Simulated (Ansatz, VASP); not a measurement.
# Zn (Zinc) in two plane-wave programs, part 2 of 2

Wanted: the spread between two codes on one cell, functional and k mesh. The cell is taken from a series of runs on this material, whose earlier steps may have relaxed, scaled, displaced or heated it; both programs get it as it stands.

VASP 6.6.1 and Ansatz 0.2.0.

So far: The structure; Ansatz: relaxation of cell and atoms, PBE; VASP: relaxation of cell and atoms, PBE; Side by side.

### 5. Ansatz: zone-centre phonons, PBE

Level of this step: Ansatz beside VASP: Kohn-Sham DFT, plane waves, PBE (Ansatz).

Second derivatives magnify differences that forces hide, and they need a tight electronic threshold.

The cell is taken from a series of runs on this material, whose earlier steps may have relaxed, scaled, displaced or heated it; both programs get it as it stands.

File input.yaml:

```yaml
crystal:
  lattice:
    - [2.6401224979, 0.0, 0.0]
    - [-1.3200612489, 2.2864131523, 0.0]
    - [0.0, 0.0, 5.0654653044]
  atoms:
    - { symbol: Zn, position: [0.3333333333, 0.6666666667, 0.25] }
    - { symbol: Zn, position: [0.6666666667, 0.3333333333, 0.75] }
kpoints:
  mp_grid: { grid: [24, 24, 10] }
hamiltonian:
  xc: pbe
  pseudopotentials: { kind: paw, azcp: { folder: soft_1 } }
scf:
  occupations: { method: methfessel_paxton, width: 0.2 }
output:
  eigenvalues: true
phonons:
  method: dfpt
```

The run is started by

```
$ ansatz run input.yaml --threads 8 --pin off --max-ram 15360MiB --backend cpu --events-out ev --progress --plain --runs-dir out
```

Numbers of over 12 decimals in the logs are rounded to 6 here.

What it wrote:

```text
zone centre: on kpoints.mp_grid the ground state, and the responses unless they are solved on pairs of k-points, stand on 942 of the mesh's 5760 k-points, reduced under 4 symmetry operations, with k and −k counted as one. Each operation leaves every solved displacement unchanged or reverses it
[...]
Crystal: 2 atoms, lattice volume = 30.577 Å³
[...]
k mesh reduced under 4 symmetry operations, with k and −k counted as one. Each operation leaves every solved displacement unchanged or reverses it
  ASR residual: 1.142e-5 → 0.000e0 eV/Å²; symmetrization residual: 1.777e-10 eV/Å²
  ASR residual per site (eV/Å²): 1.14e-5 1.14e-5
  Γ frequencies (cm⁻¹): 0.00 0.00 0.00 63.60 63.60 128.46
  non-analytic LO–TO correction: not included (Born effective charges unavailable; polar crystals: no LO–TO splitting at Γ)
[key lines of the parts left out:]
SCF converged after 9 iterations
Free energy (F): -6638.067206 eV
Fermi energy:    10.824477 eV
```

### 6. VASP: zone-centre phonons, PBE

The same cell, functional, mesh and smearing now go to VASP, with its own data sets.

File INCAR:

```
SYSTEM = Zn
PREC = Accurate
ENCUT = 500
EDIFF = 1E-08
NELM = 120
ISMEAR = 1
SIGMA = 0.2
LREAL = .FALSE.
ALGO = Normal
GGA = PE
NBANDS = 18
LORBIT = 11
LWAVE = .FALSE.
LCHARG = .FALSE.
ISIF = 2
IBRION = 8
LASPH = .TRUE.
GGA_COMPAT = .FALSE.
KPAR = 2
```

File POSCAR:

```
Zn
1.0
    2.6401224979      0.0000000000      0.0000000000
   -1.3200612489      2.2864131523      0.0000000000
    0.0000000000      0.0000000000      5.0654653044
Zn
2
Direct
    0.3333333333      0.6666666667      0.2500000000
    0.6666666667      0.3333333333      0.7500000000
```

File KPOINTS:

```
Automatic mesh
0
Gamma
24 24 10
0 0 0
```

The projector-augmented-wave data sets are Zn (PBE family, release 64).

The run is started by

```
$ mpirun -np 2 vasp_std
```

What it wrote:

```text
[... set-up lines as in an earlier step ...]
 entering main loop
       N       E                     dE             d eps       ncg     rms          rms(c)
DAV:   1     0.106220812569E+03    0.10622E+03   -0.12248E+04 13576   0.205E+03
DAV:   2     0.175157051855E+01   -0.10447E+03   -0.10170E+03 13260   0.293E+02
DAV:   3    -0.240658365842E+01   -0.41582E+01   -0.41439E+01 15008   0.671E+01
DAV:   4    -0.242842283107E+01   -0.21839E-01   -0.21833E-01 14474   0.495E+00
[...]
DAV:  11    -0.221865790300E+01    0.14385E-06   -0.12726E-07 14914   0.341E-03    0.188E-03
DAV:  12    -0.221865755793E+01    0.34507E-06   -0.35402E-08 16366   0.367E-03    0.124E-04
DAV:  13    -0.221865755748E+01    0.45202E-09   -0.24200E-09  7494   0.452E-04
   1 F= -.22186576E+01 E0= -.22189472E+01  d E =0.868891E-03
 Linear response reoptimize wavefunctions to high precision
DAV:   1    -0.221865756191E+01   -0.44329E-08   -0.26720E-10  7534   0.200E-04
DAV:   2    -0.221865756191E+01   -0.40927E-11   -0.15140E-11  7046   0.391E-05
 Linear response DOF=           2
 Linear response progress:
[...]
RMM:   9    -0.199456878296E+00    0.91214E-07   -0.25867E-10115408   0.432E-05    0.143E-06
RMM:  10    -0.199456902183E+00   -0.23887E-07   -0.84756E-10 92844   0.268E-05    0.210E-07
RMM:  11    -0.199456904621E+00   -0.24381E-08   -0.10982E-09 65290   0.234E-05    0.121E-07
 first order change of Fermi-energy  -0.84230E-05
 force on displaced ion       1 direction 1 :  -0.485  -0.000   0.000
 Linear response progress:
  Degree of freedom:   2/  2
       N       E                     dE             d eps       ncg     rms          rms(c)
RMM:   1    -0.223760625757E+00   -0.22376E+00   -0.12448E-02 28086   0.196E+00
RMM:   2    -0.221628489361E+00    0.21321E-02   -0.10741E-03 28452   0.424E-01    0.402E-02
RMM:   3    -0.221542877143E+00    0.85612E-04   -0.52013E-05 35558   0.659E-02    0.236E-02
RMM:   4    -0.221387413058E+00    0.15546E-03   -0.25486E-05 35788   0.285E-02    0.330E-03
[...]
RMM:   8    -0.221365495298E+00    0.61562E-06   -0.32260E-08 36097   0.169E-04    0.283E-05
RMM:   9    -0.221365041493E+00    0.45381E-06   -0.87737E-08 36268   0.807E-05    0.324E-06
RMM:  10    -0.221365044275E+00   -0.27823E-08   -0.42726E-08 36408   0.359E-05    0.135E-06
 first order change of Fermi-energy   0.29827E-04
 force on displaced ion       1 direction 3 :  -0.000  -0.000  -2.026
 Linear response finished
```

OUTCAR, selected parts (step 6):

```text
  Total        0.0776860      0.0776860      0.0201217      0.0000000     -0.0000000      0.0000000
  in kB        4.0705680      4.0705680      1.0543303      0.0000000     -0.0000000      0.0000000
  external PRESSURE =       3.0651554 kB  Pullay stress =       0.0000000 kB

 POSITION                                       TOTAL-FORCE (eV/Angst)
 -----------------------------------------------------------------------------------
     -0.00000      1.52428      1.26637        -0.000000      0.000000      0.000000
      1.32006      0.76214      3.79910         0.000000      0.000000      0.000000
 -----------------------------------------------------------------------------------
    total drift:                                0.000000     -0.000000      0.000000

[... 1 part as in an earlier step ...]

[... 1 further part left out ...]
```

### 7. Side by side

Both answers:

| quantity | Ansatz | VASP | difference |
| --- | --- | --- | --- |
| optical mode 1 to 2 (cm⁻¹) | 63.6 | 63.5 | +0.17 % |
| optical mode 3 (cm⁻¹) | 128.5 | 129.8 | -1.05 % |

Modes are paired by rising frequency, not by their patterns, so a pair may set unlike modes beside each other; they are those without the splitting of longitudinal modes.

### 8. Results

```yaml
difference_in_volume_relaxation_of_cell_and_atoms_pbe: -0.35 %
r_m_s_difference_of_the_optical_zone_centre_modes_each_program_s_sorted_by_frequency_zone_centre_phonons_pbe: 0.79 cm⁻¹
difference_in_optical_mode_3_zone_centre_phonons_pbe: -1.0 %
```

The difference in volume is -0.35 % (relaxation of cell and atoms, PBE), within the 1.2 % picked in this series as the mark of a large difference, as far as the stopping tolerances let one tell. Among the rows given in per cent, the largest difference of the zone-centre phonons, PBE pair is in optical mode 3, -1.0 %. Such differences can come from data sets, numerical settings and the points named under the comparisons, not from the functional's error against experiment.

[Lines on the potential files, build, host, timing and source positions are cut from VASP's logs without a mark.]

[Logs are printed without paths, hosts, clocks, repeated set-up lines and the standing remarks that a program may print on its own settings, such as how far it seeks lower states.]

[Hosts, paths, dates, database ids (printed as entryN), source tags and the programs' standing remarks are cut or masked in the printed files.]
